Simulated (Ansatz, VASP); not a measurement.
**Si in VASP and in Ansatz**

```
Si
1.0
     2.60849    0.00000    0.00000
    -1.30425    2.25902    0.00000
     0.00000    0.00000    2.47076
Si
1
Cartesian
  0.0000 0.0000 0.0000
```

This isn't the form of Si at room conditions, which is diamond.

Alike in both runs: task single point; functional LDA; k mesh 30 × 30 × 26; occupations gaussian, width 0.15 eV; no spin polarisation.

|  | VASP | Ansatz |
| --- | --- | --- |
| version | VASP 6.6.1 | Ansatz 0.2.0 |
| potentials or method | VASP PAW LDA potentials, release 64 (Si) | scalar-relativistic, plane waves, PAW |
| plane-wave cutoff (eV) | 520 | 420 |
| valence electrons in the cell | 4 | 4 |

```csv
,VASP,Ansatz,Ansatz less VASP
gap on the k mesh at the Fermi level (eV),none,none,-
pressure (GPa),0.1,0.0,-0.09
largest component of the traceless stress (GPa),1.46,1.43,-0.027
```

A gap of «none» marks a metal or a gap that the smearing closes.
